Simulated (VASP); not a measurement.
```yaml
crystal:
  lattice:
    - [3.25728, 0.00000, 0.00000]
    - [0.00000, 3.25728, 0.00000]
    - [0.00000, 0.00000, 3.25728]
  atoms:
    - { symbol: In, position: [0.50000, 0.50000, 0.50000] }
    - { symbol: Pd, position: [0.00000, 0.00000, 0.00000] }
```

The numbers are results of SCAN meta-GGA, VASP's PBE PAW potentials (set 64) (plane waves; VASP), not measurements. Settings: 520 eV cut-off, 13×13×13 Γ-centred mesh, tetrahedra with Blöchl corrections, potentials In_d Pd.

Unless said otherwise, spin-orbit coupling is left out, though it shifts the bands of the heavy elements here.

### Question
Tabulate the total density of states (states/eV per cell) against energy (eV; zero at the valence-band maximum or, without a gap, the Fermi level).

### Answer

```
E (eV) | DOS (states/eV)
    -9.98 | # 0.15
    -9.74 | # 0.18
    -9.50 | # 0.20
    -9.26 | # 0.23
    -9.02 | # 0.26
    -8.90 | # 0.27
    -8.66 | # 0.30
    -8.42 | ## 0.33
    -8.18 | ## 0.36
    -7.94 | ## 0.40
    -7.70 | ## 0.45
    -7.46 | ### 0.53
    -7.22 | #### 0.76
    -6.98 | #### 0.88
    -6.74 | ##### 0.99
    -6.62 | ##### 1.05
    -6.38 | ### 0.63
    -6.14 | ## 0.39
    -5.90 | ## 0.39
    -5.66 | ## 0.35
    -5.42 | ## 0.36
    -5.18 | ### 0.57
    -4.94 | ##### 1.14
    -4.70 | ########## 2.08
    -4.46 | ############ 2.59
    -4.34 | ########### 2.27
    -4.10 | ##################### 4.40
    -3.86 | ################# 3.61
    -3.62 | ######### 1.81
    -3.38 | ############################## 6.23
    -3.14 | ##################### 4.31
    -2.90 | ################# 3.54
    -2.66 | ############################## 6.21
    -2.42 | ######## 1.61
    -2.18 | ###### 1.15
    -2.06 | ##### 0.99
    -1.82 | ## 0.38
    -1.58 | ## 0.36
    -1.34 | ## 0.43
    -1.10 | ###### 1.21
    -0.86 | ##### 1.01
    -0.62 | #### 0.84
    -0.38 | #### 0.74
    -0.14 | ### 0.68
     0.10 | ### 0.62
     0.22 | ### 0.61
     0.46 | ### 0.62
     0.70 | ## 0.44
     0.94 | ## 0.41
     1.18 | ## 0.39
     1.42 | ## 0.46
     1.66 | ## 0.47
     1.90 | ### 0.57
     2.14 | #### 0.89
     2.38 | #### 0.77
     2.50 | #### 0.81
     2.74 | #### 0.82
     2.98 | #### 0.76
     3.22 | #### 0.73
     3.46 | #### 0.74
```
Within 2 eV below the Fermi level the largest weight inside VASP's projection spheres is Pd d.

The compound is PdIn in the CsCl type structure. It was relaxed first. The electron count is odd and the run is not spin-polarised, which forces a metal.
